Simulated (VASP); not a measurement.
Method: PBE GGA, VASP's PBE PAW potentials (set 64) (plane waves; VASP).

VASP ran on this input.

### KPOINTS
```
k-points along high-symmetry lines
7
Line-mode
Reciprocal
  0.000000   0.000000   0.000000 ! GAMMA
  0.500000   0.000000   0.000000 ! X

  0.500000   0.000000   0.000000 ! X
  0.500000   0.500000   0.000000 ! S

  0.500000   0.500000   0.000000 ! S
  0.000000   0.500000   0.000000 ! Y

  0.000000   0.500000   0.000000 ! Y
  0.000000   0.000000   0.000000 ! GAMMA

  0.000000   0.000000   0.000000 ! GAMMA
  0.000000   0.000000   0.500000 ! Z

  0.000000   0.000000   0.500000 ! Z
  0.500000   0.000000   0.500000 ! U

  0.500000   0.000000   0.500000 ! U
  0.500000   0.500000   0.500000 ! R

  0.500000   0.500000   0.500000 ! R
  0.000000   0.500000   0.500000 ! T

  0.000000   0.500000   0.500000 ! T
  0.000000   0.000000   0.500000 ! Z

  0.500000   0.000000   0.000000 ! X
  0.500000   0.000000   0.500000 ! U

  0.000000   0.500000   0.000000 ! Y
  0.000000   0.500000   0.500000 ! T

  0.500000   0.500000   0.000000 ! S
  0.500000   0.500000   0.500000 ! R
```

**INCAR**
```
! general
SYSTEM =SnSe
PREC   =Accurate
ENCUT  =400   ! plane-wave cut-off (eV)
LREAL  =F   ! projection in real space or not
LASPH  =T
ICHARG =11

! electronic loop
EDIFF  =1E-6   ! SCF stop (eV)
NELM   =100
ALGO   =Normal   ! blocked Davidson
LMAXMIX=4   ! l cut-off of mixed one-centre charges

! smearing
ISMEAR =0
SIGMA  =0.05

! functional
GGA    =PE

! output
LWAVE  =F
LCHARG =F
```

### POSCAR
```
SnSe
1.0
 11.8399211608   0.0000000000   0.0000000000
  0.0000000000   4.2030060589   0.0000000000
  0.0000000000   0.0000000000   4.5602566180
Sn Se
4 4
direct
  0.1216397320   0.2500000000   0.1132053130
  0.3783602680   0.7500000000   0.6132053130
  0.8783602680   0.7500000000   0.8867946870
  0.6216397320   0.2500000000   0.3867946870
  0.8538009571   0.2500000000   0.4785319157
  0.6461990429   0.7500000000   0.9785319157
  0.1461990429   0.7500000000   0.5214680843
  0.3538009571   0.2500000000   0.0214680843
```

POTCAR, in this order: Sn_d Se (PBE.64 set). Program: vasp_std. Read from the step before: CHGCAR.

The resulting files:

### OSZICAR
```
       N       E                     dE             d eps       ncg     rms          rms(c)
DAV:   1     0.790189106800E+03    0.79019E+03   -0.32325E+04  8568   0.181E+03
DAV:   2     0.957875472400E+02   -0.69440E+03   -0.67597E+03  8152   0.537E+02
DAV:   3    -0.246238512596E+02   -0.12041E+03   -0.11493E+03  9696   0.188E+02
DAV:   4    -0.321601237518E+02   -0.75363E+01   -0.74363E+01  9496   0.487E+01
DAV:   5    -0.324114058780E+02   -0.25128E+00   -0.25031E+00  9536   0.919E+00
DAV:   6    -0.324202971927E+02   -0.88913E-02   -0.88883E-02 11280   0.162E+00
DAV:   7    -0.324205680917E+02   -0.27090E-03   -0.27090E-03 11408   0.249E-01
DAV:   8    -0.324205722453E+02   -0.41536E-05   -0.41536E-05 11432   0.300E-02
DAV:   9    -0.324205723357E+02   -0.90326E-07   -0.90343E-07  5792   0.507E-03
   1 F= -.32420572E+02 E0= -.32420572E+02  d E =-.980769E-17
```

File OUTCAR:
```
 val. band max:        4.7666294895   @ k =   0.0000   0.0000   0.3333

 cond. band min:       5.4160853347   @ k =   0.0000   0.3333   0.0000



 k-point     1 :       0.0000    0.0000    0.0000
  band No.  band energies     occupation
      1     -16.5086      2.00000
      2     -16.5017      2.00000
      3     -16.4974      2.00000
      4     -16.4957      2.00000
      5     -16.4953      2.00000
      6     -16.4925      2.00000
      7     -16.4923      2.00000
      8     -16.4893      2.00000
      9     -16.4796      2.00000
     10     -16.4786      2.00000
     11     -16.4707      2.00000
     12     -16.4664      2.00000
     13     -16.4642      2.00000
     14     -16.4639      2.00000
     15     -16.4473      2.00000
     16     -16.4463      2.00000
     17     -16.4397      2.00000
     18     -16.4395      2.00000
     19     -16.4382      2.00000
     20     -16.4313      2.00000
     21      -8.6779      2.00000
     22      -8.4200      2.00000
     23      -7.7192      2.00000
     24      -7.3641      2.00000
     25      -2.1995      2.00000
     26      -1.3284      2.00000
     27      -0.5837      2.00000
     28      -0.2224      2.00000
     29       0.2040      2.00000
     30       1.6392      2.00000
     31       1.7149      2.00000
     32       1.7294      2.00000
     33       1.9943      2.00000
     34       2.1161      2.00000
     35       2.7729      2.00000
     36       3.0330      2.00000
     37       3.3031      2.00000
     38       3.6168      2.00000
     39       4.1711      2.00000
     40       4.3657      2.00000
     41       5.5514      0.00000
     42       7.5807      0.00000
     43       7.7401      0.00000
     44       7.7746      0.00000
     45       8.0127      0.00000
     46       8.2904      0.00000
     47       8.6587      0.00000
     48       9.2774      0.00000

 k-point     2 :       0.0833    0.0000    0.0000
  band No.  band energies     occupation
      1     -16.5085      2.00000
...
```

The density is held fixed in this step, so its total energy and stress have no physical meaning. Without a dispersion term in the relaxation, distances and binding between the weakly bound layers, chains or molecules are unreliable, and so is what depends on them. Unless said otherwise, spin-orbit coupling is left out, though it shifts the bands of the heavy elements here.

The structure was generated: SnSe was put into the GeS type (Pnma), which need not be its known phase. It was relaxed first.
